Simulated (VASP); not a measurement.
# A VASP study of BN (LDA): structure first, properties next, part 7 of 7

What structure and properties does LDA give BN, and how near are they to the measured ones? The start is a cell from a database of measured crystal structures.

VASP 6.6.1; LDA; plane waves and PAW (B, N).

So far, gap on the k-mesh (eV): step 2 (relaxing cell and atoms (LDA)) 4.23; step 3 (second relaxation) 4.23; step 6 (total and projected DOS (LDA)) 4.08; step 7 (zone-centre phonons (LDA)) 4.23; step 8 (dielectric tensor and Born charges (LDA)) 4.00. The relaxed cell has a = 2.491, c = 6.466 Å (conventional setting).

The database entry behind the starting cell differs from later determinations by our own check (about 0.3 % short, minor phase), so it need not match the best structure at ambient conditions.

### 9. Independent-particle dielectric function (LDA)

LOPTICS sums transitions from filled to empty bands. The mesh is finer than in the run before. NBANDS is raised for it.

The input, INCAR:

```
SYSTEM = BN
PREC = Accurate
ENCUT = 520
EDIFF = 1E-06
NELM = 100
ISMEAR = 0
SIGMA = 0.05
LREAL = .FALSE.
ALGO = Normal
GGA = CA
NBANDS = 40
LORBIT = 11
LWAVE = .FALSE.
LCHARG = .FALSE.
KPAR = 4
LOPTICS = .TRUE.
NEDOS = 1500
CSHIFT = 0.1
```

The input, POSCAR:

```
BN
1.0
    2.4905852083      0.0000000000      0.0000000000
   -1.2452926041      2.1569100607      0.0000000000
    0.0000000000      0.0000000000      6.4663671138
B N
2 2
Direct
    0.3333333333      0.6666666667      0.2500000000
    0.6666666667      0.3333333333      0.7500000000
    0.3333333333      0.6666666667      0.7500000000
    0.6666666667      0.3333333333      0.2500000000
```

The input, KPOINTS:

```
Automatic mesh
0
Gamma
13 13 5
0 0 0
```

The projector-augmented-wave data sets are B and N (LDA family, release 64).

Launch:

```sh
$ mpirun -np 4 vasp_std
```

Output:

```text
[... set-up lines as in an earlier step ...]
 entering main loop
       N       E                     dE             d eps       ncg     rms          rms(c)
DAV:   1     0.508916866432E+02    0.50892E+02   -0.63233E+03  5056   0.371E+02
DAV:   2    -0.405566918570E+02   -0.91448E+02   -0.86242E+02  6056   0.128E+02
DAV:   3    -0.426209791673E+02   -0.20643E+01   -0.20462E+01  6200   0.160E+01
DAV:   4    -0.426253214855E+02   -0.43423E-02   -0.43422E-02  5736   0.789E-01
DAV:   5    -0.426253310229E+02   -0.95374E-05   -0.95373E-05  6112   0.342E-02    0.111E+01
DAV:   6    -0.390774849339E+02    0.35478E+01   -0.86844E-01  5672   0.724E+00    0.483E+00
DAV:   7    -0.386956195123E+02    0.38187E+00   -0.26922E-01  6152   0.226E+00    0.307E+00
DAV:   8    -0.385819648190E+02    0.11365E+00   -0.67376E-02  5960   0.130E+00    0.344E-01
DAV:   9    -0.385807863182E+02    0.11785E-02   -0.43076E-03  5688   0.300E-01    0.213E-01
DAV:  10    -0.385806688456E+02    0.11747E-03   -0.27259E-04  6008   0.718E-02    0.197E-02
DAV:  11    -0.385806667492E+02    0.20963E-05   -0.88135E-06  5904   0.144E-02    0.161E-02
DAV:  12    -0.385806683718E+02   -0.16225E-05   -0.74687E-07  5920   0.351E-03    0.157E-03
DAV:  13    -0.385806684077E+02   -0.35985E-07   -0.21673E-08  3640   0.663E-04
   1 F= -.38580668E+02 E0= -.38580668E+02  d E =-.886128E-11
 optical routines
 imaginary and real dielectric function
 recalculating local potential from charge density
 direction            1
 direction            2
 direction            3
```

Run time: 8.4 s. Hardware: 4 MPI ranks of Intel Xeon 6975P-C (Granite Rapids), shared host; peak memory 0.8 GiB.

Parts of OUTCAR (step 9):

```text
   k-points           NKPTS =     63   k-points in BZ     NKDIM =     63   number of bands    NBANDS=     40

   NELECT =      16.0000    total number of electrons

 E-fermi :   2.6977

 k-point     1 :       0.0000    0.0000    0.0000
  band No.  band energies     occupation
    ...
      4      -1.5990      2.00000
      5       1.1160      2.00000
      6       1.1160      2.00000
      7       1.1638      2.00000
      8       1.1638      2.00000
      9       7.5665      0.00000
     10      12.8621      0.00000
     11      13.9905      0.00000
     12      13.9905      0.00000
     13      14.1453      0.00000
    ...

  Total        0.0077870      0.0077870     -0.0110693      0.0000000      0.0000000      0.0000000
  in kB        0.3591577      0.3591577     -0.5105506      0.0000000      0.0000000      0.0000000
  external PRESSURE =       0.0692550 kB  Pullay stress =       0.0000000 kB

 POSITION                                       TOTAL-FORCE (eV/Angst)
 -----------------------------------------------------------------------------------
     -0.00000      1.43794      1.61659        -0.000000      0.000000      0.000000
      1.24529      0.71897      4.84978         0.000000     -0.000000      0.000000
     -0.00000      1.43794      4.84978        -0.000000      0.000000      0.000000
      1.24529      0.71897      1.61659         0.000000     -0.000000      0.000000
 -----------------------------------------------------------------------------------
    total drift:                               -0.000000      0.000000      0.000000

  FREE ENERGIE OF THE ION-ELECTRON SYSTEM (eV)
  ---------------------------------------------------
  free  energy   TOTEN  =       -38.5806684077 eV

  energy  without entropy=      -38.5806684077  energy(sigma->0) =      -38.58066841

 plasma frequency squared (from intraband transitions) (eV^2)
  --------------------------------------------------------------------------------------
       0.000       0.000       0.000
       0.000       0.000       0.000
       0.000       0.000       0.000

[... 9 parts as in an earlier step ...]

[... 7 further parts left out ...]
```

These are independent-particle spectra without excitons or local fields. Their onset and peaks carry the functional's gap error, and fine structure and low peaks depend on the mesh and on CSHIFT.

Numbers from this step:

```yaml
bands: 40
irreducible_k_points: 63
fermi_energy: 2.698 eV
pressure: 0.006925 GPa
valence_top_at_k: 0.3077, 0.3077, 0
conduction_bottom_at_k: 0.4615, 0.07692, 0
least_direct_gap_at_k: 0.4615, 0.07692, 0
gap_on_the_k_mesh: 4.080 eV
least_direct_gap_on_the_k_mesh: 4.454 eV
```

The imaginary dielectric function has structure finer than the step of the table below, so its rows give means over 0.5 eV, whole bins alone (the curve runs from 0 to 25.0 eV). Peaks (eV: height): xx 5.63: 13.6, 6.72: 5.55, 14.10: 9.54, 17.10: 5.23; zz 5.19: 1.94, 10.11: 10.6, 13.50: 4.81.

Imaginary dielectric function against photon energy; means over each step:

```
photon energy (eV)       xx       zz
               0.5  0.00878  0.00264
               1.0   0.0185  0.00547
               1.5   0.0300  0.00871
               2.0   0.0457   0.0129
               2.5   0.0686   0.0187
               3.0    0.107   0.0282
               3.5    0.186   0.0477
               4.0    0.443    0.120
               4.5     3.19     1.04
               5.0     7.54     1.55
               5.5     10.9     1.26
               6.0     9.13    0.941
               6.5     4.17    0.699
               7.0     3.48    0.707
               7.5     1.71    0.472
               8.0     1.70    0.542
               8.5    0.988    0.603
               9.0    0.968     1.57
               9.5    0.867     4.88
              10.0    0.542     7.77
              10.5    0.751     4.57
              11.0    0.952     4.17
              11.5    0.854     3.23
              12.0    0.855     2.45
              12.5     1.16     2.23
              13.0     4.25     4.18
              13.5     6.53     4.56
              14.0     8.18     3.50
              14.5     6.95     2.42
              15.0     6.35     1.11
              15.5     3.64    0.939
              16.0     3.14    0.798
              16.5     2.86    0.675
              17.0     3.97    0.617
              17.5     2.41    0.933
              18.0     1.81     1.29
              18.5     1.92     1.08
              19.0     1.53     1.04
              19.5     1.85     1.21
              20.0     1.32     1.15
              20.5     1.27    0.898
              21.0     1.02    0.950
              21.5     1.34    0.816
              22.0    0.874    0.547
              22.5    0.691    0.496
              23.0    0.557    0.550
              23.5    0.515    0.850
              24.0    0.741    0.788
              24.5    0.598    0.617
```

The real dielectric function by photon energy:

```
photon energy (eV)       xx      zz
                 0     5.06    3.22
                 1     5.15    3.25
                 2     5.45    3.34
                 3     6.16    3.53
                 4     8.16    4.05
                 5     9.07    3.76
                 6    -3.51    3.27
                 7    -1.66    3.53
                 8    0.241    4.15
                 9     1.32    6.48
                10     2.33    6.09
                11     3.16   0.639
                12     4.05   0.663
                13     6.93    2.20
                14     4.11   -1.15
                15    -1.13  -0.821
                16    -1.14   0.124
                17    0.524   0.678
                18   -0.923   0.742
                19   -0.587   0.580
                20   -0.693   0.518
                21   -0.311   0.373
                22   -0.781   0.393
                23   -0.252   0.845
                24  -0.0753   0.665
```

Its static limit, 4.45, stands beside 4.24 from the response with local fields; local fields, the finite band count and the meshes make the difference. The mean of ε2 over directions passes 5 % of its top at 4.21 eV, against a least direct gap of 4.45 eV on this mesh; what lies under the gap is the tail of the broadening by CSHIFT. The indirect gap (4.02 eV in the band run) doesn't show, since phonons are left out.

### 10. Summary of results

| Item | Value |
| --- | --- |
| relaxed volume | 8.684 Å³/atom |
| relaxed conventional cell a, b, c | 2.491, 2.491, 6.466 Å; angles 90.0, 90.0, 120.0° |
| space group after relaxing, within 0.02 Å | P6_3/mmc (No. 194) |
| band gap | 4.02 eV, indirect (least direct gap of that run 4.45 eV) |
| gap among the points of the DOS mesh alone, an upper bound | 4.08 eV |
| highest zone-centre mode | 1379 cm⁻¹ |
| static dielectric constant from modes and Born charges, mean | 5.62 |
| electronic dielectric constant, mean | 4.24 |
| strongest peak of ε2, mean over directions | 5.63 eV |
| ε1 at zero frequency, no local fields, mean | 4.45 |

**Reading.** With LDA, BN relaxes to 8.684 Å³/atom in space group P6_3/mmc (held by the symmetry of the run) and has an indirect gap of 4.02 eV. Against the listed cell the volume lies -3.1 % (a -0.3 %, c -2.6 %). Zone-centre phonons (LDA): The strongest infrared line lies at 1379 cm⁻¹. Zone-centre phonons (LDA): The highest mode in this list at Γ, 1379.0 cm⁻¹, has its largest share on B (56 % of the kinetic energy). Dielectric tensor and Born charges (LDA): The principal values of the electronic dielectric tensor with local fields are 2.88, 4.92 and 4.92. Dielectric tensor and Born charges (LDA): Mean Born effective charge: B1 2.08, N3 -2.08 e. Semilocal functionals usually underestimate gaps. Modes at Γ alone can't show that the crystal is stable at other wave vectors, and the LO-TO splitting is not included. The bonds form layers, and without a dispersion term the spacing between them, and what depends on it, is unreliable. No search among competing phases was made, and a listed structure need not be the one stable at ambient conditions. All values are for a static lattice at zero temperature.

Comparison with the measured values:

| quantity | measured | LDA |
| --- | --- | --- |
| lattice constant a (Å) | 2.5069 | 2.491 (-0.7 %) |
| lattice constant c (Å) | 6.6706 | 6.466 (-3.1 %) |
| Raman mode, E2g low-frequency … (cm⁻¹) | 52.5 | 49 (-6.7 %) |
| Raman mode, E2g high-frequency in-plane … (cm⁻¹) | 1366 | 1379 (+0.9 %) |

Measured values from arxiv:2307.07533 (2023) and arxiv:1705.01298 (2017).

How well it matches: The lattice constant a is off by -0.7 %: good agreement. The lattice constant c is off by -3.1 %: a clear miss. The Raman mode is off by -6.7 %: fair agreement. The Raman mode is off by +0.9 %: good agreement. The grades are ours: good and fair within 0.7 and 1.5 % for the lattice constant a, 0.8 and 2 % for the lattice constant c and 3 and 7 % for the Raman mode. Zero-point motion and thermal expansion (measured at up to 300 K) are not in the computed lattice constants and Raman mode.

[Lines on the potential files, build, host, timing and source positions are cut from VASP's logs without a mark.]

[Logs are printed without paths, hosts, clocks, repeated set-up lines and the standing remarks that a program may print on its own settings, such as how far it seeks lower states.]

[Hosts, paths, dates, database ids (printed as entryN), source tags and the programs' standing remarks are cut or masked in the printed files.]

[A measured line is paired with the nearest computed mode of its activity, which favours agreement.]

[In band tables of VASP the shares of atoms and orbitals are scaled to a sum of 1 inside the atoms' spheres.]
